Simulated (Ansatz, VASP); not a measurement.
## Cross-check of Co (Cobalt) between VASP and Ansatz

Aim: how closely do two programs agree when they are given the same cell, functional and k mesh? The cell is taken from a series of runs on this material, whose earlier steps may have relaxed, scaled, displaced or heated it; both programs get it as it stands.

Main program and level: Ansatz 0.2.0; plane waves, with VASP 6.6.1 beside it; single point at PBE.

### Step 1. Set-up

Symmetry: P6_3/mmc, No. 194, hexagonal system. The conventional cell has a = 2.507 Å, b = 2.507 Å, c = 4.070 Å, α = 90.00°, β = 90.00°, γ = 120.00°. Co has 12 Co at 2.50 to 2.51 Å nearest.

Structure file:

```cif
data_structure
_symmetry_space_group_name_H-M 'P 1'
_symmetry_Int_Tables_number 1
_cell_length_a 2.5074
_cell_length_b 2.5074
_cell_length_c 4.0699
_cell_angle_alpha 90.000
_cell_angle_beta 90.000
_cell_angle_gamma 120.000
_cell_volume 22.16
loop_
_atom_site_label
_atom_site_type_symbol
_atom_site_fract_x
_atom_site_fract_y
_atom_site_fract_z
_atom_site_occupancy
Co1 Co 0.33333 0.66667 0.25000 1
Co2 Co 0.66667 0.33333 0.75000 1
```

### Step 2. Ansatz: single point, PBE, pair 1

Ansatz runs on PAW files that the input asks for by source.

With cell and atoms fixed, the geometry can't cause a difference; cores, projectors, grids and the points listed under the comparison can.

Contents of input.yaml:

```yaml
crystal:
  lattice:
    - [2.5074, 0.0, 0.0]
    - [-1.2537, 2.1714720974, 0.0]
    - [0.0, 0.0, 4.0699]
  atoms:
    - { symbol: Co, position: [0.3333333333, 0.6666666667, 0.25], spin: 1.5295 }
    - { symbol: Co, position: [0.6666666667, 0.3333333333, 0.75], spin: 1.5295 }
magnetization:
  spin_polarized: true
  initial_magnetization: 3.059
  spin_locking: { lock_magnetization: hard }
kpoints:
  mp_grid: { grid: [18, 18, 10] }
hamiltonian:
  xc: pbe
  pseudopotentials: { kind: paw, source: ansatz }
scf:
  occupations: { method: fermi_dirac, width: 0.1 }
  max_iter: 120
  convergence: { dr2_threshold: 1.0e-08 }
basis:
  ecutwfc: 900.0
```

Launch:

```bash
$ ansatz run input.yaml --threads 1 --pin off --max-ram 2560MiB --backend cpu --events-out ev --progress --plain --runs-dir out
```

Numbers of over 12 decimals in the logs are rounded to 6 here.

The program printed:

```text
Engine: ansatz 0.2.0, aarch64-unknown-linux-gnu
Pseudopotentials: kind: paw
Pseudopotential: Co, paw, valence charge 17, recommended cutoff 900 eV (normal), Co.paw.azcp
Functional definition: PBE
  parameter kappa = 0.804
  parameter beta = 0.066725
  exchange = pbe_x(kappa = kappa, mu = beta*pi^2/3)
  correlation = pbe_c(beta = beta)
Crystal: 2 atoms, lattice volume = 22.160 Å³
Basis set: ecut = 900 eV, 1363 PW (Γ)
Bands: 23, of which v1, the nominal top of the filled ones, is band 17 counted from 1 (16 counted from 0)
Symmetry: 24 space group operations
Space group: P63/mmc (ITA 194), of the structure as read, at distance tolerance 2.8e-5 Å
Magnetic group: BNS 194.263 (UNI 1493), of the structure as read, at distance tolerance 2.8e-5 Å
k-points: 222 of 3240
Non-local potential: Co, projectors of the file, l = 0: 3, l = 1: 3, l = 2: 3, l = 3: 2, l = 4: 1
PAW form: soft (Blöchl's): semilocal exchange-correlation on the pseudo side does not see the compensation charge
PAW one-centre angular grid: Co, 590 points (default); XC on 64 Gauss nodes
Initial density: superposition of atomic densities (chi_scale 0.1, normalization cell)
Starting moments: Σ|m| = 3.059 μB on 2 of 2 sites
Initial wavefunctions: pseudopotential atomic-orbital guess
Functional: x = pbe(κ = 0.804, μ = 0.219515), c = pbe(β = 0.066725)
iter 1 solved again at ethr=7.00e-4 eV; its pass at ethr=3.10e-3 eV (dr2=2.38e-1 eV) is discarded
SCF iter   1: F=—  HF=-10252.628153 eV  |F-HF|=—  |Δ(HF+E_count)|=         —  Δρ=5.36e-2 (↑1.52e-2 ↓5.36e-2)  dr2=2.38e-1  dr2_m=2.30e-1  M=3.059 μB ∫|m|=3.200 μB  β_m=0.30  ethr=7.00e-4  ⟨swp⟩=1.0  Hψ=49001  notcnv=0
preconditioner: auto → none  [metal: Δε(μ)=0.001 eV  Ē_g=7.983 eV  σ=0.100 eV  W_gap=0.00  n_scr=8 (ndim 8)  ℏωp=33.5 eV  f_vac=0.000  D(μ)=2.17/eV (n_scr^D=22)  sad-step TF]
SCF iter   2: F=—  HF=-10252.527175 eV  |F-HF|=—  |Δ(HF+E_count)|=   1.01e-1  Δρ=3.29e-2 (↑2.27e-2 ↓3.29e-2)  dr2=2.99e-2  dr2_m=1.53e-1  M=3.059 μB ∫|m|=3.247 μB  β_m=0.56  ethr=7.00e-4  ⟨swp⟩=2.4  Hψ=15972  notcnv=0
SCF iter   3: F=—  HF=-10252.624122 eV  |F-HF|=—  |Δ(HF+E_count)|=   9.69e-2  Δρ=1.87e-2 (↑3.12e-3 ↓1.87e-2)  dr2=3.75e-2  dr2_m=2.07e-2  M=3.059 μB ∫|m|=3.347 μB  β_m=0.56  ethr=8.79e-5  ⟨swp⟩=2.5  Hψ=21402  notcnv=0
SCF iter   4: F=—  HF=-10252.618820 eV  |F-HF|=—  |Δ(HF+E_count)|=   5.30e-3  Δρ=7.97e-4 (↑7.97e-4 ↓4.71e-4)  dr2=1.08e-4  dr2_m=1.54e-5  M=3.059 μB ∫|m|=3.417 μB  β_m=0.76  ethr=8.79e-5  ⟨swp⟩=1.7  Hψ=15193  notcnv=0
SCF iter   5: F=—  HF=-10252.618481 eV  |F-HF|=—  |Δ(HF+E_count)|=   3.39e-4  Δρ=1.26e-4 (↑1.17e-4 ↓1.26e-4)  dr2=6.82e-7  dr2_m=2.09e-6  M=3.059 μB ∫|m|=3.418 μB  β_m=0.88  ethr=3.18e-7  ⟨swp⟩=2.7  Hψ=19910  notcnv=0
SCF iter   6: F=—  HF=-10252.618481 eV  |F-HF|=—  |Δ(HF+E_count)|=   7.76e-7  Δρ=3.56e-5 (↑1.39e-5 ↓3.56e-5)  dr2=3.38e-7  dr2_m=4.31e-8  M=3.059 μB ∫|m|=3.419 μB  β_m=0.94  ethr=2.01e-9  ⟨swp⟩=2.0  Hψ=17860  notcnv=0
SCF iter   7: F=—  HF=-10252.618481 eV  |F-HF|=—  |Δ(HF+E_count)|=   2.37e-7  Δρ=1.95e-6 (↑1.95e-6 ↓1.83e-6)  dr2=6.19e-10  dr2_m=3.43e-10  M=3.059 μB ∫|m|=3.420 μB  β_m=0.92  ethr=9.95e-10  ⟨swp⟩=2.3  Hψ=15466  notcnv=0
SCF iter   8: F=-10252.618481 eV  HF=-10252.618481 eV  |F-HF|=1.95e-10  |Δ(HF+E_count)|=  8.00e-11  Δρ=8.53e-7 (↑5.26e-7 ↓8.53e-7)  dr2=2.22e-10  dr2_m=1.79e-11  M=3.059 μB ∫|m|=3.420 μB  ethr=1.82e-12  ⟨swp⟩=1.0  Hψ=30130  notcnv=0
SCF 1 converged in 8 iterations: F = -10252.618481 eV  dr2 = 2.22e-10
  greatest PAW one-centre occupation: 0.986 electrons in one spin orbital (limit 2), on the Co atom at site 1 (counted from 0), in its partial waves of l = 0
SCF converged after 8 iterations
Stability checked in part: among states of this total moment the steps that led to this state did not find it unstable. No probe was made; neither looks for a lower state of another moment (fixed_total_moment; see scf.lower_state_search)
Magnetization: 3.0590 μB (18.5295 up, 15.4705 down)
Absolute magnetization: 3.4196 μB (∫|ρ↑−ρ↓|, with the PAW one-centre terms)
Spin contamination: 0.0591 ħ² per cell (⟨S²⟩ above its minimum at these occupations)
Per-site moments (μB) at R_I (Å): [(1.611118, 1.030153), (1.611118, 1.030153)]
Free energy (F): -10252.618481 eV
Harris-Foulkes:  -10252.618481 eV  (|F-HF|=1.95e-10)
Internal energy: -10252.549771 eV  (E = F + TS)
E sigma→0 (E₀):  -10252.584126 eV
Entropy (-TS):   -0.068710 eV (-34.355 meV/atom)
Fermi energy:    18.598908 (↑ 18.479335, ↓ 18.718481) eV
--- Per-component energies (eV) ---
  E_band       = -486.749772
  E_kinetic    = 1382.880178
  E_local      = -6488.102735  (includes V_loc(G=0)·N_el)
  E_nonlocal   = 1178.472005
  E_hartree    = 2101.830233
  E_xc         = -342.791879
  E_vxc        = -446.476305  (∫ρ·V_xc dr)
  E_paw        = -2693.563168  (= ΣΔE_a)
  E_vpaw       = -317.182062  (= ΣTr[D̂ρ^β])
  E_aug_tail   = 0.000001  (compensation charges beyond the density's cutoff)
  E_ewald      = -5391.274405
  E_smearing   = -0.068710  (= −TS)
  E_closure    = 0.000000  (closes the sum)
  Σ components = -10252.618481   (vs F -10252.618481, Δ=0.00e0)
```

### Step 3. VASP: single point, PBE, pair 1

The same cell, functional, mesh and smearing now go to VASP, with its own data sets.

Lines of VASP's logs that name or quote its potential files are left out, and so is its time.

Contents of INCAR:

```
SYSTEM = Co
PREC = Accurate
ENCUT = 520
EDIFF = 1E-06
NELM = 200
ISMEAR = -1
SIGMA = 0.1
LREAL = .FALSE.
ALGO = Normal
GGA = PE
NBANDS = 18
ISPIN = 2
MAGMOM = 1.61 1.61
LASPH = .TRUE.
LMAXMIX = 4
LORBIT = 11
LWAVE = .FALSE.
LCHARG = .FALSE.
ISIF = 2
NUPDOWN = 3.059
GGA_COMPAT = .FALSE.
KPAR = 2
```

Contents of POSCAR:

```
Co
1.0
    2.5074000000      0.0000000000      0.0000000000
   -1.2537000000      2.1714720974      0.0000000000
    0.0000000000      0.0000000000      4.0699000000
Co
2
Direct
    0.3333333333      0.6666666667      0.2500000000
    0.6666666667      0.3333333333      0.7500000000
```

Contents of KPOINTS:

```
Automatic mesh
0
Gamma
18 18 10
0 0 0
```

PAW data sets: Co (PBE family, release 64).

Launch:

```bash
$ mpirun -np 2 vasp_std
```

The program printed:

```text
[banner, memory and clock lines left out]
running    2 mpi-ranks, on    1 nodes
 distrk:  each k-point on    1 cores,    2 groups
 distr:  one band on    1 cores,    1 groups

 POSCAR found type information on POSCAR Co
 POSCAR found :  1 types and       2 ions
 LDA part: xc-table for (Slater+PW92), standard interpolation
 POSCAR, INCAR and KPOINTS ok, starting setup
 FFT: planning ... GRIDC
 FFT: planning ... GRID_SOFT
 FFT: planning ... GRID
 WAVECAR not read
 entering main loop
       N       E                     dE             d eps       ncg     rms          rms(c)
DAV:   1     0.819846800780E+02    0.81985E+02   -0.80693E+03 16616   0.131E+03
DAV:   2    -0.128742202815E+02   -0.94859E+02   -0.87153E+02 16048   0.227E+02
DAV:   3    -0.161858973923E+02   -0.33117E+01   -0.31942E+01 17764   0.547E+01
DAV:   4    -0.162369722735E+02   -0.51075E-01   -0.51041E-01 20550   0.571E+00
DAV:   5    -0.162381155541E+02   -0.11433E-02   -0.11432E-02 18270   0.769E-01    0.148E+01
DAV:   6    -0.145783671110E+02    0.16597E+01   -0.96610E+00 17016   0.635E+01    0.716E+00
DAV:   7    -0.141192270009E+02    0.45914E+00   -0.15338E+00 18212   0.237E+01    0.374E+00
DAV:   8    -0.140982876028E+02    0.20939E-01   -0.15302E-02 22026   0.128E+00    0.158E+00
DAV:   9    -0.140847584022E+02    0.13529E-01   -0.27913E-03 24096   0.101E+00    0.400E-01
DAV:  10    -0.140835487792E+02    0.12096E-02   -0.70962E-04 20552   0.282E-01    0.880E-02
DAV:  11    -0.140835724759E+02   -0.23697E-04   -0.41792E-05 17048   0.668E-02    0.420E-02
DAV:  12    -0.140835770470E+02   -0.45711E-05   -0.11550E-06 16094   0.131E-02    0.154E-02
DAV:  13    -0.140835742633E+02    0.27837E-05   -0.14639E-06 12534   0.164E-02    0.641E-03
DAV:  14    -0.140835750574E+02   -0.79407E-06   -0.43182E-07  8718   0.623E-03
   1 F= -.14083575E+02 E0= -.14049167E+02  d E =-.688155E-01  mag=     3.0590
```

From OUTCAR (step 3):

```text
ion  position               nearest neighbor table
   1  0.333  0.667  0.250-   2 2.50   2 2.50   2 2.50   2 2.50   2 2.50   2 2.50
   2  0.667  0.333  0.750-   1 2.50   1 2.50   1 2.50   1 2.50   1 2.50   1 2.50

  LATTYP: Found a hexagonal cell.
 ALAT       =     2.5074000000
 C/A-ratio  =     1.6231554598

 Subroutine GETGRP returns: Found 24 space group operations
 (whereof 12 operations were pure point group operations)

The static configuration has the point symmetry D_3d.
 The point group associated with its full space group is D_6h.

 Found    222 irreducible k-points:

   k-points           NKPTS =    222   k-points in BZ     NKDIM =    222   number of bands    NBANDS=     18

   dimension x,y,z NGX =    20 NGY =   20 NGZ =   30
   dimension x,y,z NGXF=    40 NGYF=   40 NGZF=   60

   ENCUT  =  520.0 eV  38.22 Ry    6.18 a.u.   4.66  4.66  7.57*2*pi/ulx,y,z

   NELECT =      18.0000    total number of electrons

 k-points in reciprocal lattice and weights: Automatic mesh
   0.00000000  0.00000000  0.00000000       0.000
   0.05555556  0.00000000  0.00000000       0.002
   0.11111111  0.00000000  0.00000000       0.002
   0.16666667 -0.00000000  0.00000000       0.002
   0.22222222 -0.00000000  0.00000000       0.002
   0.27777778  0.00000000  0.00000000       0.002
   0.33333333  0.00000000  0.00000000       0.002
   0.38888889 -0.00000000  0.00000000       0.002
   0.44444444 -0.00000000  0.00000000       0.002
[...]
0.33333333  0.27777778  0.50000000       0.004
   0.33333333  0.33333333  0.50000000       0.001

 average (electrostatic) potential at core
       1 -78.5685       2 -78.5685

 E-fermi :   9.9853

 spin component 1
 k-point     1 :       0.0000    0.0000    0.0000
  band No.  band energies     occupation
    ...
      7       7.7480      1.00000
      8       8.0940      1.00000
      9       8.0940      1.00000
     10       9.1466      0.99781
     11       9.1466      0.99781
     12       9.8727      0.24203
     13      16.1085      0.00000
     14      31.8146      0.00000
     15      34.2143      0.00000
     16      34.2143      0.00000
    ...

 k-point     2 :       0.0556    0.0000    0.0000
  band No.  band energies     occupation
    ...
      7       7.7918      1.00000
      8       8.0403      1.00000
      9       8.0628      1.00000
     10       8.6733      0.99998
     11       9.1599      0.99749
     12      10.4725      0.00079
     13      16.1275      0.00000
     14      30.9721      0.00000
     15      32.6782      0.00000
     16      32.9561      0.00000
    ...

 k-point     3 :       0.1111    0.0000    0.0000
  band No.  band energies     occupation
    ...
      7       7.7604      1.00000
      8       7.9193      1.00000
      9       7.9776      1.00000
     10       8.2237      1.00000
     11       9.1937      0.99649
     12      11.4222      0.00000
     13      16.1888      0.00000
     14      28.6499      0.00000
     15      31.3145      0.00000
     16      31.8790      0.00000
    ...

 k-point     4 :       0.1667   -0.0000    0.0000
  band No.  band energies     occupation
    ...
      7       7.8716      1.00000
      8       7.9008      1.00000
      9       8.0466      1.00000
     10       8.1192      1.00000
     11       9.2354      0.99469
     12      12.4860      0.00000
     13      16.3051      0.00000
     14      26.0770      0.00000
     15      29.7679      0.00000
     16      31.2774      0.00000
    ...

 k-point     5 :       0.2222   -0.0000    0.0000
  band No.  band energies     occupation
    ...
      7       7.9144      1.00000
      8       8.1562      1.00000
      9       8.1620      1.00000
     10       8.3728      1.00000
     11       9.2749      0.99213
     12      13.6402      0.00000
     13      16.4889      0.00000
     14      23.5755      0.00000
     15      28.3625      0.00000
     16      30.5498      0.00000
    ...

 k-point     6 :       0.2778    0.0000    0.0000
  band No.  band energies     occupation
    ...
      7       7.7887      1.00000
      8       8.4854      1.00000
      9       8.5054      1.00000
     10       8.6551      0.99998
     11       9.3071      0.98917
     12      14.8741      0.00000
     13      16.7184      0.00000
     14      21.2716      0.00000
     15      27.1290      0.00000
     16      28.7064      0.00000
    ...

  Total       -0.7360493     -0.7360493     -0.9318791      0.0000000      0.0000000      0.0000000
  in kB      -53.2176721    -53.2176721    -67.3765132      0.0000000      0.0000000      0.0000000
  external PRESSURE =     -57.9372858 kB  Pullay stress =       0.0000000 kB

  energy-cutoff  :      520.00
  volume of cell :       22.16
      direct lattice vectors                 reciprocal lattice vectors
     2.507400000  0.000000000  0.000000000     0.398819494  0.230258542  0.000000000
    -1.253700000  2.171472097  0.000000000     0.000000000  0.460517085  0.000000000
     0.000000000  0.000000000  4.069900000     0.000000000  0.000000000  0.245706283

 POSITION                                       TOTAL-FORCE (eV/Angst)
 -----------------------------------------------------------------------------------
     -0.00000      1.44765      1.01747         0.000000      0.000000      0.000000
      1.25370      0.72382      3.05242        -0.000000     -0.000000      0.000000
 -----------------------------------------------------------------------------------
    total drift:                                0.000000      0.000000     -0.000000

  FREE ENERGIE OF THE ION-ELECTRON SYSTEM (eV)
  ---------------------------------------------------
  free  energy   TOTEN  =       -14.0835750574 eV

  energy  without entropy=      -14.0147595742  energy(sigma->0) =      -14.04916732

 total charge
# of ion       s       p       d       tot
------------------------------------------
    1        0.477   0.500   7.256   8.234
    2        0.477   0.500   7.256   8.234
--------------------------------------------------
tot          0.955   1.001  14.512  16.468

 magnetization (x)
# of ion       s       p       d       tot
------------------------------------------
    1       -0.017  -0.057   1.630   1.556
    2       -0.017  -0.057   1.630   1.556
--------------------------------------------------
tot         -0.034  -0.114   3.260   3.113

[... 6 further parts left out ...]
```

The run ends at a pressure of -5.79 GPa.

### Step 4. Side by side

Known differences besides the potentials themselves: VASP starts from the moments at which Ansatz ended; the data sets hold 34 valence electrons in Ansatz (on PAW files that the input asks for by source) and 18 in VASP; the cutoff is 900 eV in Ansatz and 520 eV in VASP; site moments are counted in spheres of each program's own size. Total energies have different zeros and are not compared.

Both answers:

| quantity | Ansatz | VASP | difference |
| --- | --- | --- | --- |
| total moment, fixed by the input (μB) | 3.06 | 3.06 | 0.00 |
| moment on Co1 (μB) | 1.61 | 1.56 | +0.05 |
| moment on Co2 (μB) | 1.61 | 1.56 | +0.05 |

### Step 5. Ansatz: single point, PBE, pair 2

With cell and atoms fixed, the geometry can't cause a difference; cores, projectors, grids and the points listed under the comparison can.

The cell is taken from a series of runs on this material, whose earlier steps may have relaxed, scaled, displaced or heated it; both programs get it as it stands.

input.yaml, the sections that differ from step 2:

```yaml
crystal:
  lattice:
    - [2.5074, 0.0, 0.0]
    - [-1.2537, 2.1714720974, 0.0]
    - [0.0, 0.0, 4.0699]
  atoms:
    - { symbol: Co, position: [0.3333333333, 0.6666666667, 0.25], spin: 1.7205 }
    - { symbol: Co, position: [0.6666666667, 0.3333333333, 0.75], spin: 1.7205 }
magnetization:
  spin_polarized: true
  initial_magnetization: 3.441
  spin_locking: { lock_magnetization: hard }
# kpoints, hamiltonian, scf, basis: as in step 2
```

Launch:

```bash
$ ansatz run input.yaml --threads 1 --pin off --max-ram 2560MiB --backend cpu --events-out ev --progress --plain --runs-dir out
```

The program printed:

```text
[...]
Crystal: 2 atoms, lattice volume = 22.160 Å³
Basis set: ecut = 900 eV, 1363 PW (Γ)
Bands: 23, of which v1, the nominal top of the filled ones, is band 17 counted from 1 (16 counted from 0)
Symmetry: 24 space group operations
[...]
k-points: 222 of 3240
[...]
Starting moments: Σ|m| = 3.441 μB on 2 of 2 sites
[...]
Magnetization: 3.4410 μB (18.7205 up, 15.2795 down)
Absolute magnetization: 3.7434 μB (∫|ρ↑−ρ↓|, with the PAW one-centre terms)
[...]
Per-site moments (μB) at R_I (Å): [(1.790277, 1.030153), (1.790277, 1.030153)]
Free energy (F): -10252.615476 eV
[...]
Internal energy: -10252.551903 eV  (E = F + TS)
E sigma→0 (E₀):  -10252.583690 eV
Entropy (-TS):   -0.063573 eV (-31.786 meV/atom)
Fermi energy:    18.800165 (↑ 18.937515, ↓ 18.662814) eV
[...]
[key lines of the parts left out:]
SCF converged after 9 iterations
```

### Step 6. VASP: single point, PBE, pair 2

The same cell, functional, mesh and smearing now go to VASP, with its own data sets.

Changes to INCAR since step 3:

```diff
@@ -10,5 +10,5 @@
 GGA = PE
-NBANDS = 18
+NBANDS = 19
 ISPIN = 2
-MAGMOM = 1.61 1.61
+MAGMOM = 1.79 1.79
 LASPH = .TRUE.
@@ -19,3 +19,3 @@
 ISIF = 2
-NUPDOWN = 3.059
+NUPDOWN = 3.441
 GGA_COMPAT = .FALSE.
```

POSCAR is that of step 3.

KPOINTS is that of step 3.

Launch:

```bash
$ mpirun -np 2 vasp_std
```

The program printed:

```text
[... set-up lines as in an earlier step ...]
 entering main loop
       N       E                     dE             d eps       ncg     rms          rms(c)
DAV:   1     0.846546862410E+02    0.84655E+02   -0.80242E+03 17656   0.125E+03
DAV:   2    -0.121959835359E+02   -0.96851E+02   -0.88805E+02 17037   0.222E+02
DAV:   3    -0.161190823494E+02   -0.39231E+01   -0.37897E+01 18646   0.560E+01
DAV:   4    -0.161783641620E+02   -0.59282E-01   -0.59240E-01 21069   0.591E+00
[...]
DAV:  12    -0.140758736880E+02   -0.52129E-05   -0.17363E-06 19297   0.129E-02    0.150E-02
DAV:  13    -0.140758708281E+02    0.28599E-05   -0.15214E-06 13896   0.160E-02    0.609E-03
DAV:  14    -0.140758715784E+02   -0.75032E-06   -0.40415E-07  9348   0.588E-03
   1 F= -.14075872E+02 E0= -.14043564E+02  d E =-.646148E-01  mag=     3.4410
```

From OUTCAR (step 6):

```text
  Total       -0.3760050     -0.3760050     -0.3861359     -0.0000000      0.0000000      0.0000000
  in kB      -27.1858266    -27.1858266    -27.9183082     -0.0000000      0.0000000      0.0000000
  external PRESSURE =     -27.4299872 kB  Pullay stress =       0.0000000 kB

 POSITION                                       TOTAL-FORCE (eV/Angst)
 -----------------------------------------------------------------------------------
     -0.00000      1.44765      1.01747        -0.000000      0.000000      0.000000
      1.25370      0.72382      3.05242         0.000000      0.000000     -0.000000
 -----------------------------------------------------------------------------------
    total drift:                                0.000000      0.000000     -0.000000

  FREE ENERGIE OF THE ION-ELECTRON SYSTEM (eV)
  ---------------------------------------------------
  free  energy   TOTEN  =       -14.0758715784 eV

  energy  without entropy=      -14.0112567640  energy(sigma->0) =      -14.04356417

 magnetization (x)
# of ion       s       p       d       tot
------------------------------------------
    1       -0.010  -0.046   1.795   1.739
    2       -0.010  -0.046   1.795   1.739
--------------------------------------------------
tot         -0.021  -0.091   3.590   3.478

[... 1 part as in an earlier step ...]

[... 2 further parts left out ...]
[key lines of the parts left out:]
E-fermi :   9.9301
```

The run ends at a pressure of -2.74 GPa.

(Continued in part 2 of 2.)

[Lines on the potential files, build, host, timing and source positions are cut from VASP's logs without a mark.]

[Logs are printed without paths, hosts, clocks, repeated set-up lines and the standing remarks that a program may print on its own settings, such as how far it seeks lower states.]

[Hosts, paths, dates, database ids (printed as entryN), source tags and the programs' standing remarks are cut or masked in the printed files.]
